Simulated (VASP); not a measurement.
A run of VASP 6.6.1:

The input INCAR:

```
PREC     = Accurate       # precision mode
ENCUT    = 600            # plane-wave cutoff, eV
EDIFF    = 1E-6           # SCF threshold, eV
ISMEAR   = 0              # smearing method
SIGMA    = 0.1            # smearing width, eV
LREAL    = F              # projectors in reciprocal space
LASPH    = T              # aspherical terms in the spheres
NELM     = 60             # most SCF steps
ALGO     = Fast           # electronic algorithm
ISIF     = 3              # what is computed and relaxed
LWAVE    = F              # write WAVECAR
LCHARG   = F              # write CHGCAR
GGA      = PE             # functional
IBRION   = 2              # ionic algorithm
NSW      = 100            # ionic steps
EDIFFG   = -0.01          # ionic threshold
```

KPOINTS

```
Automatic mesh
0
Gamma
  12 12 10
```

The input POSCAR:

```
Li2GeH6
1.0
    4.6828455236      0.0000000000      0.0000000000
   -2.3414227618      4.0554631855      0.0000000000
    0.0000000000      0.0000000000      3.9362184891
Li Ge H
2 1 6
Direct
    0.3333333333      0.6666666667      0.6550946841
    0.6666666667      0.3333333333      0.3449053159
    0.0000000000      0.0000000000      0.0000000000
    0.8288166009      0.6576332018      0.7514778263
    0.3423667982      0.1711833991      0.7514778263
    0.8288166009      0.1711833991      0.7514778263
    0.1711833991      0.3423667982      0.2485221737
    0.6576332018      0.8288166009      0.2485221737
    0.1711833991      0.8288166009      0.2485221737
```

Potentials or basis: VASP PAW PBE potentials, release 64 (Li_sv, Ge_d, H).

Launch:

```console
$ cat potpaw_PBE.64/Li_sv/POTCAR potpaw_PBE.64/Ge_d/POTCAR potpaw_PBE.64/H/POTCAR > POTCAR
$ mpirun -np 1 vasp_std > vasp.out
```

Hardware: 1 thread of AMD EPYC 9R45 96-Core Processor (Zen 5), on a shared host.

**Question.** Estimate the wall time of this run.

**Answer.** It took 7.1 min on 1 thread of AMD EPYC 9R45 96-Core Processor (Zen 5) (shared host), peak memory 0.39 GiB. Counts: scf iterations 39, k points 162, ion steps 2.
